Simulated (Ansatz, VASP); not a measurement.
# Ge (Germanium): VASP beside Ansatz

One calculation is typed for both programs; each brings its own data sets and cutoff. How far apart do they land?

Program: Ansatz 0.2.0. Level of theory: plane waves, with VASP 6.6.1 beside it; band structure at LDA. Results are calculated unless marked as measured.

## 1. Starting point

It takes space group Fd-3m (No. 227, cubic). The conventional cell has a = 5.658 Å, b = 5.658 Å, c = 5.658 Å, α = 90.00°, β = 90.00°, γ = 90.00°. Nearest to Ge lie 4 Ge at 2.45 Å.

As a file:

```cif
data_structure
_symmetry_space_group_name_H-M 'P 1'
_symmetry_Int_Tables_number 1
_cell_length_a 4.0007
_cell_length_b 4.0007
_cell_length_c 4.0007
_cell_angle_alpha 60.000
_cell_angle_beta 60.000
_cell_angle_gamma 60.000
_cell_volume 45.28
loop_
_atom_site_label
_atom_site_type_symbol
_atom_site_fract_x
_atom_site_fract_y
_atom_site_fract_z
_atom_site_occupancy
Ge1 Ge 0.75000 0.75000 0.75000 1
Ge2 Ge 0.50000 0.50000 0.50000 1
```

## 2. VASP: band structure, LDA

With cell and atoms fixed, the geometry can't cause a difference; cores, projectors, grids and the points listed under the comparison can.

Lines of VASP's logs that name or quote its potential files are left out, and so is its time.

INCAR reads:

```
SYSTEM = Ge
PREC = Accurate
ENCUT = 400
EDIFF = 1E-08
NELM = 100
ISMEAR = 0
SIGMA = 0.01
LREAL = .FALSE.
ALGO = Normal
GGA = CA
NBANDS = 20
LORBIT = 11
LWAVE = .TRUE.
LCHARG = .FALSE.
KPAR = 4
```

POSCAR reads:

```
Ge
1.0
    0.0000000000      2.8289100000      2.8289100000
    2.8289100000      0.0000000000      2.8289100000
    2.8289100000      2.8289100000      0.0000000000
Ge
2
Direct
    0.7500000000      0.7500000000      0.7500000000
    0.5000000000      0.5000000000      0.5000000000
```

KPOINTS reads:

```
Automatic mesh
0
Gamma
6 6 6
0 0 0
```

KPOINTS_OPT reads:

```
Line mode
12
Line-mode
Reciprocal
  0.00000000   0.00000000   0.00000000 GAMMA
  0.50000000   0.00000000   0.50000000 X

  0.50000000   0.00000000   0.50000000 X
  0.50000000   0.25000000   0.75000000 W

  0.50000000   0.25000000   0.75000000 W
  0.37500000   0.37500000   0.75000000 K

  0.37500000   0.37500000   0.75000000 K
  0.00000000   0.00000000   0.00000000 GAMMA

  0.00000000   0.00000000   0.00000000 GAMMA
  0.50000000   0.50000000   0.50000000 L

  0.50000000   0.50000000   0.50000000 L
  0.62500000   0.25000000   0.62500000 U

  0.62500000   0.25000000   0.62500000 U
  0.50000000   0.25000000   0.75000000 W

  0.50000000   0.25000000   0.75000000 W
  0.50000000   0.50000000   0.50000000 L

  0.50000000   0.50000000   0.50000000 L
  0.37500000   0.37500000   0.75000000 K

  0.62500000   0.25000000   0.62500000 U
  0.50000000   0.00000000   0.50000000 X
```

Potentials, in the order of the species: Ge_d_GW (LDA family, release 64).

Run with:

```
> mpirun -np 4 vasp_std
```

Numbers of over 12 decimals in the logs are rounded to 6 here.

The log of the run:

```text
[banner, memory and clock lines left out]
running    4 mpi-ranks, on    1 nodes
 distrk:  each k-point on    1 cores,    4 groups
 distr:  one band on    1 cores,    1 groups

 POSCAR found type information on POSCAR Ge
 POSCAR found :  1 types and       2 ions
 LDA part: xc-table for (Slater(with rela. corr.)+CA(PZ))
 , standard interpolation
 POSCAR, INCAR and KPOINTS ok, starting setup
 FFT: planning ... GRIDC
 FFT: planning ... GRID_SOFT
 FFT: planning ... GRID
 WAVECAR not read
 entering main loop
       N       E                     dE             d eps       ncg     rms          rms(c)
DAV:   1     0.222095329716E+03    0.22210E+03   -0.13790E+04   660   0.295E+03
DAV:   2     0.294529320885E+02   -0.19264E+03   -0.18918E+03   640   0.569E+02
DAV:   3    -0.648200339769E+01   -0.35935E+02   -0.35759E+02   740   0.176E+02
DAV:   4    -0.103965529427E+02   -0.39145E+01   -0.39134E+01   996   0.708E+01
DAV:   5    -0.104832637619E+02   -0.86711E-01   -0.86709E-01   740   0.100E+01    0.280E+00
DAV:   6    -0.103623122615E+02    0.12095E+00   -0.87320E-02   956   0.431E+00    0.164E+00
DAV:   7    -0.103007369721E+02    0.61575E-01   -0.71862E-02   828   0.245E+00    0.124E-01
DAV:   8    -0.103012571630E+02   -0.52019E-03   -0.50715E-03   896   0.944E-01    0.747E-02
DAV:   9    -0.103013666458E+02   -0.10948E-03   -0.19926E-04   744   0.843E-02    0.227E-02
DAV:  10    -0.103013629524E+02    0.36933E-05   -0.16802E-05   772   0.361E-02    0.509E-03
DAV:  11    -0.103013629885E+02   -0.36052E-07   -0.21030E-06   940   0.898E-03    0.153E-03
DAV:  12    -0.103013629712E+02    0.17285E-07   -0.22751E-07   880   0.609E-03    0.223E-04
DAV:  13    -0.103013629751E+02   -0.39436E-08   -0.38943E-09   484   0.683E-04
   1 F= -.10301363E+02 E0= -.10301327E+02  d E =-.714177E-04
 Start KPOINTS_OPT (optional k-point list driver)
k-point batch [1-16\120]
       N       E                     dE             ncg
DAV:   1    -0.369821423156E+04   -0.12331E+05      664
DAV:   2    -0.674566726203E+04   -0.30475E+04      644
DAV:   3    -0.732218813561E+04   -0.57652E+03      760
DAV:   4    -0.738300598750E+04   -0.60818E+02      992
DAV:   5    -0.738415650490E+04   -0.11505E+01      760
DAV:   6    -0.738420632892E+04   -0.49824E-01      988
DAV:   7    -0.738420695614E+04   -0.62722E-03      772
DAV:   8    -0.738420698312E+04   -0.26987E-04      992
DAV:   9    -0.738420698348E+04   -0.35093E-06      780
DAV:  10    -0.738420698349E+04   -0.12906E-07      520
DAV:  11    -0.738420698349E+04    0.22646E-09      468
[...]
k-point batch [113-120\120]
       N       E                     dE             ncg
DAV:   1     0.541365026003E+04   -0.93132E+04      320
DAV:   2     0.388189549944E+04   -0.15318E+04      320
DAV:   3     0.360706773145E+04   -0.27483E+03      384
DAV:   4     0.357936897071E+04   -0.27699E+02      504
DAV:   5     0.357903060876E+04   -0.33836E+00      380
DAV:   6     0.357901591541E+04   -0.14693E-01      504
DAV:   7     0.357901580062E+04   -0.11479E-03      376
DAV:   8     0.357901579560E+04   -0.50145E-05      492
DAV:   9     0.357901579556E+04   -0.39897E-07      364
DAV:  10     0.357901579556E+04   -0.93314E-09      248
 writing wavefunctions
```

OUTCAR, selected parts (step 2):

```text
ion  position               nearest neighbor table
   1  0.750  0.750  0.750-   2 2.45   2 2.45   2 2.45   2 2.45
   2  0.500  0.500  0.500-   1 2.45   1 2.45   1 2.45   1 2.45

  LATTYP: Found a face centered cubic cell.
 ALAT       =     5.6578200000

 Subroutine GETGRP returns: Found 48 space group operations
 (whereof 24 operations were pure point group operations)

The static configuration has the point symmetry T_d .
 The point group associated with its full space group is O_h .

 Found     16 irreducible k-points:

   k-points           NKPTS =     16   k-points in BZ     NKDIM =     16   number of bands    NBANDS=     20

   dimension x,y,z NGX =    28 NGY =   28 NGZ =   28
   dimension x,y,z NGXF=    56 NGYF=   56 NGZF=   56

   ENCUT  =  400.0 eV  29.40 Ry    5.42 a.u.   6.52  6.52  6.52*2*pi/ulx,y,z

   NELECT =      28.0000    total number of electrons

 k-points in reciprocal lattice and weights: Automatic mesh
   0.00000000  0.00000000  0.00000000       0.005
   0.16666667  0.00000000  0.00000000       0.037
   0.33333333  0.00000000  0.00000000       0.037
   0.50000000  0.00000000  0.00000000       0.019
   0.16666667  0.16666667  0.00000000       0.028
   0.33333333  0.16666667  0.00000000       0.111
   0.50000000  0.16666667  0.00000000       0.111
  -0.33333333  0.16666667  0.00000000       0.111
  -0.16666667  0.16666667  0.00000000       0.056
[...]
-0.33333333  0.33333333  0.16666667       0.111
  -0.33333333  0.50000000  0.16666667       0.056

 average (electrostatic) potential at core
       1 -35.1334       2 -35.1334

 E-fermi :   2.7801

 k-point     1 :       0.0000    0.0000    0.0000
  band No.  band energies     occupation
    ...
     11     -10.0403      2.00000
     12       2.6237      2.00000
     13       2.7771      1.33334
     14       2.7771      1.33333
     15       2.7771      1.33333
     16       5.2964      0.00000
     17       5.2964      0.00000
     18       5.2964      0.00000
     19       8.9661      0.00000
     20      12.3472      0.00000

 k-point     2 :       0.1667    0.0000    0.0000
  band No.  band energies     occupation
    ...
     10     -21.9636      2.00000
     11      -9.7044      2.00000
     12      -0.4527      2.00000
     13       2.2502      2.00000
     14       2.2502      2.00000
     15       3.6202      0.00000
     16       5.9925      0.00000
     17       5.9925      0.00000
     18       6.8450      0.00000
     19      10.3989      0.00000
    ...

 k-point     3 :       0.3333    0.0000    0.0000
  band No.  band energies     occupation
    ...
     10     -21.9534      2.00000
     11      -8.7727      2.00000
     12      -3.3661      2.00000
     13       1.6012      2.00000
     14       1.6012      2.00000
     15       3.0669      0.00000
     16       6.5292      0.00000
     17       6.5292      0.00000
     18       9.6658      0.00000
     19      10.4534      0.00000
    ...

  Total       -0.3968592     -0.3968592     -0.3968592      0.0000000      0.0000000     -0.0000000
  in kB      -14.0429937    -14.0429937    -14.0429937      0.0000000      0.0000000     -0.0000000
  external PRESSURE =     -14.0429937 kB  Pullay stress =       0.0000000 kB

  energy-cutoff  :      400.00
  volume of cell :       45.28
      direct lattice vectors                 reciprocal lattice vectors
     0.000000000  2.828910000  2.828910000    -0.176746521  0.176746521  0.176746521
     2.828910000  0.000000000  2.828910000     0.176746521 -0.176746521  0.176746521
     2.828910000  2.828910000  0.000000000     0.176746521  0.176746521 -0.176746521

 POSITION                                       TOTAL-FORCE (eV/Angst)
 -----------------------------------------------------------------------------------
      4.24336      4.24336      4.24336         0.000000      0.000000     -0.000000
      2.82891      2.82891      2.82891         0.000000      0.000000      0.000000
 -----------------------------------------------------------------------------------
    total drift:                                0.000000      0.000000      0.000000

  FREE ENERGIE OF THE ION-ELECTRON SYSTEM (eV)
  ---------------------------------------------------
  free  energy   TOTEN  =       -10.3013629751 eV

  energy  without entropy=      -10.3012915574  energy(sigma->0) =      -10.30132727

 total charge
# of ion       s       p       d       tot
------------------------------------------
    1        1.107   1.227   9.965  12.299
    2        1.107   1.227   9.965  12.299
--------------------------------------------------
tot          2.214   2.454  19.931  24.598

[... 3 further parts left out ...]
```

The run ends at a pressure of -1.40 GPa.

## 3. Ansatz: band structure, LDA

Ansatz runs on its default PAW (the set named soft_2) files.

The same cell, functional (in two slightly different forms), mesh and smearing now go to Ansatz, which takes its cutoff from its data sets.

input.yaml reads:

```yaml
crystal:
  lattice:
    - [0.0, 2.82891, 2.82891]
    - [2.82891, 0.0, 2.82891]
    - [2.82891, 2.82891, 0.0]
  atoms:
    - { symbol: Ge, position: [0.75, 0.75, 0.75] }
    - { symbol: Ge, position: [0.5, 0.5, 0.5] }
hamiltonian:
  xc: lda
  pseudopotentials: { kind: paw }
kpoints:
  mp_grid: { grid: [6, 6, 6] }
  band_path:
    path:
      - [0.0, 0.0, 0.0]
      - [0.18182, 0.0, 0.18182]
      - [0.36364, 0.0, 0.36364]
      - [0.5, 0.0, 0.5]
      - [0.5, 0.09091, 0.59091]
      - [0.5, 0.18182, 0.68182]
      - [0.5, 0.25, 0.75]
      - [0.45455, 0.29545, 0.75]
      - [0.40909, 0.34091, 0.75]
      - [0.375, 0.375, 0.75]
      - [0.20455, 0.20455, 0.40909]
      - [0.06818, 0.06818, 0.13636]
      - [0.04545, 0.04545, 0.04545]
      - [0.22727, 0.22727, 0.22727]
      - [0.40909, 0.40909, 0.40909]
      - [0.51136, 0.47727, 0.51136]
      - [0.55682, 0.38636, 0.55682]
      - [0.60227, 0.29545, 0.60227]
      - [0.61364, 0.25, 0.63636]
      - [0.56818, 0.25, 0.68182]
      - [0.51136, 0.25, 0.73864]
      - [0.5, 0.29545, 0.70455]
      - [0.5, 0.38636, 0.61364]
      - [0.5, 0.47727, 0.52273]
      - [0.47727, 0.47727, 0.54545]
      - [0.43182, 0.43182, 0.63636]
      - [0.38636, 0.38636, 0.72727]
      - [0.60227, 0.20455, 0.60227]
      - [0.55682, 0.11364, 0.55682]
      - [0.5, 0.0, 0.5]
    npoints: 1
scf:
  occupations: { method: gaussian, width: 0.01 }
  n_extra_bands: 7
output:
  forces: true
  stress: true
  eigenvalues: true
  write_density: true
  write_potential: true
  elf: true
  volumetric_format: npy
```

Run with:

```
> ansatz run input.yaml --threads 2 --pin off --max-ram 4608MiB --backend cpu --events-out ev --progress --plain --runs-dir out
```

The log of the run:

```text
scf.n_extra_bands = 7 over 14 filled bands (N_el = 28.0): the run solves 21 bands
Engine: ansatz 0.2.0, x86_64-unknown-linux-gnu
Pseudopotentials: kind: paw
Pseudopotential: Ge, paw, valence charge 14, recommended cutoff 420 eV (normal), Ge.paw.azcp
Functional definition: SPW92
  exchange = slater_x
  correlation = pw_c
Crystal: 2 atoms, lattice volume = 45.278 Å³
Basis set: ecut = 420 eV, 893 PW (Γ)
Bands: 21, of which v1, the nominal top of the filled ones, is band 14 counted from 1 (13 counted from 0)
Symmetry: 48 space group operations
Space group: Fd-3m (ITA 227), of the structure as read, at distance tolerance 3.6e-5 Å
k-points: 16 of 216
Non-local potential: Ge, projectors of the file, l = 0: 2, l = 1: 2, l = 2: 3, l = 3: 1
PAW form: soft (Blöchl's): semilocal exchange-correlation on the pseudo side does not see the compensation charge
PAW frozen core: Ge, regenerated for the run's functional, and the local potential with it (the file was generated under x = pbe(κ = 0.804, μ = 0.219515), c = pbe(β = 0.066725))
PAW one-centre angular grid: Ge, 590 points (default); XC on 64 Gauss nodes
Initial density: superposition of atomic densities (neutral atoms: chi_scale 0, normalization atom), corrected by the library's trained network
Initial wavefunctions: pseudopotential atomic-orbital guess
Functional: x = slater, c = lda
SCF iter   1: F=—  HF=-8431.390405 eV  |F-HF|=—  |Δ(HF+E_count)|=         —  Δρ=4.59e-3  dr2=3.94e-3  ethr=1.77e-3  ⟨swp⟩=6.0  Hψ=1564  notcnv=0
preconditioner: auto → LDOS  [insulator: Δε(μ)=0.043 eV  Ē_g=25.980 eV  σ=0.010 eV  W_gap=0.67  n_scr=14 (ndim 8)  ℏωp=29.2 eV  f_vac=0.074  D(μ)=1.43/eV (n_scr^D=14)  ε∞_Penn≈2.3  β→1.0]
SCF iter   2: F=—  HF=-8431.388612 eV  |F-HF|=—  |Δ(HF+E_count)|=   1.79e-3  Δρ=3.91e-4  dr2=3.07e-5  ethr=1.41e-5  ⟨swp⟩=2.0  Hψ=761  notcnv=0  defer=37
SCF iter   3: F=—  HF=-8431.388599 eV  |F-HF|=—  |Δ(HF+E_count)|=   1.28e-5  Δρ=3.07e-4  dr2=2.00e-5  ethr=1.10e-7  ⟨swp⟩=2.0  Hψ=545  notcnv=0  defer=37
SCF iter   4: F=—  HF=-8431.388573 eV  |F-HF|=—  |Δ(HF+E_count)|=   2.65e-5  Δρ=3.69e-5  dr2=4.94e-7  ethr=7.15e-8  ⟨swp⟩=2.0  Hψ=524  notcnv=0  defer=37
SCF iter   5: F=—  HF=-8431.388572 eV  |F-HF|=—  |Δ(HF+E_count)|=   4.77e-7  Δρ=1.26e-5  dr2=5.45e-8  ethr=1.76e-9  ⟨swp⟩=2.0  Hψ=514  notcnv=0  defer=37
SCF iter   6: F=-8431.388572 eV  HF=-8431.388572 eV  |F-HF|=3.42e-9  |Δ(HF+E_count)|=   5.98e-8  Δρ=2.07e-6  dr2=1.33e-9  ethr=1.95e-10  ⟨swp⟩=11.0  Hψ=2135  notcnv=0
SCF 1 converged in 6 iterations: F = -8431.388572 eV  dr2 = 1.33e-9
  greatest PAW one-centre occupation: 0.998 electrons in one spin orbital (limit 2), on the Ge atom at site 1 (counted from 0), in its partial waves of l = 2
NSCF: frozen V_eff on 30 k-points
SCF converged after 6 iterations
Free energy (F): -8431.388572 eV
Harris-Foulkes:  -8431.388572 eV  (|F-HF|=3.42e-9)
Internal energy: -8431.388501 eV  (E = F + TS)
E sigma→0 (E₀):  -8431.388537 eV
Entropy (-TS):   -0.000071 eV (-0.036 meV/atom)
Fermi energy:    8.274083 eV
--- Per-component energies (eV) ---
  E_band       = -309.481373
  E_kinetic    = 224.154474
  E_local      = -4952.208481  (includes V_loc(G=0)·N_el)
  E_nonlocal   = 843.313522
  E_hartree    = 2170.031904
  E_xc         = -150.583533
  E_vxc        = -130.490903  (∫ρ·V_xc dr)
  E_paw        = -3882.778999  (= ΣΔE_a)
  E_vpaw       = -634.311357  (= ΣTr[D̂ρ^β])
  E_aug_tail   = 0.000667  (compensation charges beyond the density's cutoff)
  E_ewald      = -2687.134708
  E_core_change = 3.816652  (= ΣΔE_core)
  E_smearing   = -0.000071  (= −TS)
  E_closure    = 0.000000  (closes the sum)
  Σ components = -8431.388572   (vs F -8431.388572, Δ=0.00e0)
--- Forces (eV/Å), atoms counted from 1 ---
  atom   1  Ge     0.00000000    -0.00000000     0.00000000
  atom   2  Ge     0.00000000    -0.00000000     0.00000000
  max |Σ_I F_I| component: 5.55e-17 eV/Å
--- Stress (GPa, compression-positive) ---
       -1.230512       0.000000       0.000000
       -0.000000      -1.230512       0.000000
       -0.000000       0.000000      -1.230512
  P = ⅓ Tr σ = -1.2305 GPa (-12.305 kbar)
--- Band table (eV; the first three rows and the last of 16) ---
  k-point 0: bands = [... 10 lower, -4.5484, 8.0812, 8.2710, 8.2710, 8.2710, 10.7935, 10.7935, 10.7935, ... 3 higher]
  k-point 1: bands = [... 10 lower, -4.2125, 5.0326, 7.7484, 7.7484, 9.0998, 11.4832, 11.4832, 12.3271, ... 3 higher]
  k-point 2: bands = [... 10 lower, -3.2816, 2.1279, 7.1044, 7.1044, 8.5418, 12.0134, 12.0134, 15.1614, ... 3 higher]
  k-point 15: bands = [... 10 lower, -0.5989, -0.5989, 4.5264, 4.5264, 10.8874, 10.8874, 14.7554, 14.7554, ... 3 higher]
```

Run time: 0.76 s. Hardware: 2 threads of Intel Xeon Platinum 8375C at 2.90GHz (Ice Lake), shared host; peak memory 0.35 GiB; 1.3 s of CPU time.

Reading the cycles: dr2 is the Hartree energy of the density residual (eV), the measure of convergence; HF is the Harris–Foulkes estimate of the energy, which meets the free energy F at convergence.

## 4. Differences

Known differences besides the potentials themselves: the two LDA forms differ slightly; the cutoff is 420 eV in Ansatz and 400 eV in VASP; VASP's log shows a relativistic correction to its local exchange, Ansatz's none. Total energies have different zeros and are not compared.

Levels from 3 eV below to 2 eV above the Fermi level differ by 13 meV r.m.s. and 36 meV at most; each VASP level is matched to the nearest of Ansatz, which flatters the figure a little. Not compared: the pressure (VASP's GW data sets at this cutoff don't carry it).

## 5. What came out

| Property | Result |
| --- | --- |
| r.m.s. difference of levels near the Fermi level (band structure, LDA) | 13 meV |

**Reading.** The r.m.s. difference of levels near the Fermi level is 13 meV (band structure, LDA), within the 80 meV picked in this series as the mark of a large difference. Such differences can come from data sets, numerical settings and the points named under the comparisons, not from the functional's error against experiment.

[Lines on the potential files, build, host, timing and source positions are cut from VASP's logs without a mark.]

[Logs are printed without paths, hosts, clocks, repeated set-up lines and the standing remarks that a program may print on its own settings, such as how far it seeks lower states.]

[Hosts, paths, dates, database ids (printed as entryN), source tags and the programs' standing remarks are cut or masked in the printed files.]
